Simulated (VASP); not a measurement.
Consider the following.

```
PtC
1.0
    0.00000     2.35917     2.35917
    2.35917     0.00000     2.35917
    2.35917     2.35917     0.00000
Pt C
1 1
Cartesian
  0.00000   0.00000   0.00000
  1.17959   1.17959   1.17959
```

Method: PBE GGA, VASP's PBE PAW potentials (set 64) (plane waves; VASP). Run with 520 eV cut-off, Gaussian smearing of 0.050 eV, potentials Pt C.

Unless said otherwise, spin-orbit coupling is left out, though it shifts the bands of the heavy elements here.

Q: Estimate the band gap (along the path) with the smallest direct gap where there is one.

A: 
- band gap (along the path) = none (metal, semimetal or under 0.01 eV)

Only differences to runs with the same potentials and settings are physical.

The structure was generated: PtC was put into the zinc blende type (F-43m), which need not be its known phase. It was relaxed first, which changed the volume by -10 %.
